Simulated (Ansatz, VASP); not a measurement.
## VWC2: VASP beside Ansatz

Contents of INCAR:

```
SYSTEM = VWC2
PREC = Accurate
ENCUT = 520
EDIFF = 1E-7
ISMEAR = -1
SIGMA = 0.05
LREAL = .False.
LASPH = .True.
NELM = 120
ALGO = Normal
ISIF = 2
LWAVE = .False.
LCHARG = .False.
ISPIN = 2
MAGMOM = 0 2 0 0
LORBIT = 11
LMAXMIX = 4
GGA = PE
NBANDS = 30
```

File KPOINTS:

```
Automatic mesh
0
Gamma
  10 10 10
  0 0 0
```

File POSCAR:

```
VWC2
1.0
    1.5170411163      0.8758640969      4.9338931930
   -1.5170411163      0.8758640969      4.9338931930
    0.0000000000     -1.7517281937      4.9338931930
W V C
1 1 2
Direct
    0.0000000000      0.0000000000      0.0000000000
    0.5000000000      0.5000000000      0.5000000000
    0.2464940000      0.2464940000      0.2464940000
    0.7535060000      0.7535060000      0.7535060000
```

File input.yaml:

```yaml
crystal:
  lattice:
    - [1.5170411163, 0.8758640969, 4.933893193]
    - [-1.5170411163, 0.8758640969, 4.933893193]
    - [0.0, -1.7517281937, 4.933893193]
  atoms:
    - { symbol: W, position: [0.0, 0.0, 0.0] }
    - { symbol: V, position: [0.5, 0.5, 0.5], spin: 2.0 }
    - { symbol: C, position: [0.246494, 0.246494, 0.246494] }
    - { symbol: C, position: [0.753506, 0.753506, 0.753506] }
hamiltonian:
  xc: pbe
  pseudopotentials: { kind: paw }
magnetization:
  spin_polarized: true
kpoints:
  mp_grid: { grid: [10, 10, 10] }
scf:
  occupations: { method: fermi_dirac, width: 0.05 }
output:
  forces: true
  stress: true
  eigenvalues: true
```

The cell comes from a database or a generator and needn't be the stable form of this composition.

Alike in both runs: task single point; functional PBE; k mesh 10 × 10 × 10; occupations fermi-dirac, width 0.05 eV; collinear spin, ferromagnetic start.

```csv
,VASP,Ansatz
version,VASP 6.6.1,Ansatz 0.2.0
potentials or method,"VASP PAW PBE potentials, release 64 (W_sv, V_sv, C)",Ansatz PAW
plane-wave cutoff (eV),520,420
valence electrons in the cell,35,35
```

Ansatz gave:

| Item | Value |
| --- | --- |
| gap on the k mesh at the Fermi level (eV) | none |
| pressure (GPa) | -2.0 |
| largest component of the traceless stress (GPa) | 0.27 |
| rms of the force components (eV/Å) | 0.039 |
| net moment per atom (μB) | 0.00 |

Estimate VASP's values.

gap on the k mesh at the Fermi level (eV): none; pressure (GPa): -1.3; largest component of the traceless stress (GPa): 0.31; rms of the force components (eV/Å): 0.034; net moment per atom (μB): 0.00.

Atom by atom the forces differ by 0.005 eV/Å (rms over components). A gap of «none» marks a metal or a gap that the smearing closes.

Caveats: the pressure holds a Pulay correction of +0.4 GPa for the finite cutoff (Ansatz); the starting moments weren't kept (Ansatz). The runs have no spin-orbit coupling, so splittings on W are missing.
